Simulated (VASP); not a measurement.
Input for VASP

**KPOINTS**
```
Automatic mesh
0
Gamma
 11 11 11
```

### POSCAR
```
HgO
1
    0.0000000000     2.5755057352     2.5755057352
    2.5755057352     0.0000000000     2.5755057352
    2.5755057352     2.5755057352     0.0000000000
O Hg
1 1
Direct
  0.2500000000   0.2500000000   0.2500000000
  0.0000000000   0.0000000000   0.0000000000
```

**INCAR**
```
SYSTEM=HgO
PREC=Accurate; ENCUT=520; LREAL=F
LASPH=T
EDIFF=1E-6; NELM=100; ALGO=Normal
LMAXMIX=6
ISMEAR=1; SIGMA=0.1
IBRION=2; NSW=60; ISIF=3
EDIFFG=-0.01
LWAVE=F; LCHARG=F
```

POTCAR, in this order: O Hg (LDA.64 set). Program: vasp_std.

Write an equivalent input for Ansatz.

One equivalent input (not run):
Ansatz 0.2 input:
```yaml
crystal:
  lattice:
    - [0.0000000, 2.5755057, 2.5755057]
    - [2.5755057, 0.0000000, 2.5755057]
    - [2.5755057, 2.5755057, 0.0000000]
  atoms:
    - { symbol: O, position: [0.2500000, 0.2500000, 0.2500000] }
    - { symbol: Hg, position: [0.0000000, 0.0000000, 0.0000000] }
kpoints:
  mp_grid: { grid: [11, 11, 11] }
hamiltonian:
  xc: lda
  pseudopotentials: { kind: paw }
scf:
  occupations: { method: methfessel_paxton, width: 0.1 }
  max_iter: 100
relax:
  max_steps: 60
  f_tol: 0.01
  cell: {}
output: { forces: true, stress: true, eigenvalues: true }
```
The two are equivalent in intent, not identical: each code has its own PAW files, so the cut-off isn't converted (ENCUT is set for VASP's; basis.ecutwfc is left out, and Ansatz then takes the one that its files recommend); Ansatz stops its SCF on the density residual and VASP on the energy change (EDIFF); Ansatz's lda is the Perdew-Wang form, while the LDA potentials of VASP carry Perdew-Zunger's.

The structure was generated: HgO was put into the zincblende type (F-43m), which need not be its known phase. This run relaxes it. Symmetry was kept, so distortions that lower it aren't found. The start is the result of an earlier pass.
